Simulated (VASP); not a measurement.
Input:

```yaml
crystal:
  lattice:
    - [1.49797, -2.59455, 0.00000]
    - [1.49797, 2.59455, 0.00000]
    - [0.00000, 0.00000, 3.16326]
  atoms:
    - { symbol: Ti, position: [0.00000, 0.00000, 0.00000] }
    - { symbol: B, position: [0.33333, 0.66667, 0.50000] }
    - { symbol: B, position: [0.66667, 0.33333, 0.50000] }
```

All values below come from LDA (Ceperley-Alder, Perdew-Zunger), VASP's LDA PAW potentials (set 64) (plane waves; VASP). Run with 520 eV cut-off, Gaussian smearing of 0.050 eV, potentials Ti_sv B.

Q: Give the energies of bands 6 to 12 at the high-symmetry points, in eV from the Fermi level.

A: 
```
band      Γ      M      K      A      L      H
----  -----  -----  -----  -----  -----  -----
6     -2.82  -9.18  -8.32  -7.76  -7.55  -8.68
7     -2.82  -3.38  -7.56  -0.65  -4.89  -5.80
8     -2.27  -3.34  -1.95  -0.65  -4.02  -3.26
9     -2.24  -2.45  -1.95  -0.33  -3.14  -3.26
10     1.93   1.35   1.38  -0.33   2.61   2.61
11     1.93   2.80   1.38   0.38   3.00   4.53
12     3.83   3.32   1.96   0.38   4.79   4.53
```

It has no gap at this level: it comes out as a metal or semimetal.

The compound is TiB2 in the AlB2 type structure. It was relaxed first.
